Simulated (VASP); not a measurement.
Given:

```
Ag
1.0
    0.00000     2.04500     2.04500
    2.04500     0.00000     2.04500
    2.04500     2.04500     0.00000
Ag
1
Cartesian
  0.00000   0.00000   0.00000
```

Method: PBE GGA with D3 dispersion (zero damping), VASP's PBE PAW potentials (set 64) (plane waves; VASP). Run with 520 eV cut-off, 14×14×14 Γ-centred mesh, first-order Methfessel-Paxton smearing of 0.10 eV, potentials Ag.

The ions, cell shape and volume are relaxed. Which structure does the run end with?

```
Ag
1.0
    0.00000     2.03526     2.03526
    2.03526     0.00000     2.03526
    2.03526     2.03526     0.00000
Ag
1
Direct
  0.00000   0.00000   0.00000
```
Space group Fm-3m (225), at a tolerance of 0.03 Å.

How do energy and volume change from the first to the last step?

The energy (σ→0) changes by -1.2 meV/atom and the volume by -1.4 %, in 3 ionic steps.

The compound is Ag in the fcc structure. This run relaxes it. Symmetry was kept, so distortions that lower it aren't found.
